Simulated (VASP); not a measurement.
Wanted: the native input for a VASP 6.6.1 run.

* Task: single point
* Functional: PBE
* Potentials or basis: VASP PAW PBE potentials, release 64 (K_sv, Zr_sv)
* Cutoff: 520 eV
* k mesh: 6 × 6 × 6
* Occupations: gaussian, width 0.1 eV
* Spin: no spin polarisation
* Dipole correction: no
* Further INCAR settings: ALGO = Fast; EDIFF = 1e-06; NBANDS = 24

The structure of KZr2 lies in POSCAR:

```
KZr2
1.0
    0.0000000000      3.5650625492      3.5650625492
    3.5650625492      0.0000000000      3.5650625492
    3.5650625492      3.5650625492      0.0000000000
K Zr
1 2
Direct
    0.0000000000      0.0000000000      0.0000000000
    0.2500000000      0.2500000000      0.2500000000
    0.7500000000      0.7500000000      0.7500000000
```

The cell was built by a generator and needn't be a form met in nature.

The cell isn't the ideal one: species swapped into the CeH2 type (Fm-3m, No. 225).

One way to write it, as run:

INCAR

```
ALGO = Fast ; EDIFF = 1E-6
ENCUT = 520 ; GGA = PE
ISIF = 2 ; ISMEAR = 0
LASPH = T ; LCHARG = T
LELF = T ; LREAL = F
LVHAR = T ; LWAVE = F
NBANDS = 24 ; NELM = 100
PREC = Accurate ; SIGMA = 0.1
```

KPOINTS

```
k-points
0
Gamma
  6 6 6
```

Potentials or basis: VASP PAW PBE potentials, release 64 (K_sv, Zr_sv).

Launch:

```sh
$ cat potpaw_PBE.64/K_sv/POTCAR potpaw_PBE.64/Zr_sv/POTCAR > POTCAR
$ mpirun -np 1 vasp_std > vasp.out
```

Results of the run:

```
Pressure               : 0.4 GPa
Band gap on the k mesh : none (metal or under the smearing width)
```

It took 3.7 min on 1 thread of Intel(R) Xeon(R) Platinum 8375C CPU @ 2.90GHz (Ice Lake), with other jobs on the host, peak memory 0.25 GiB.
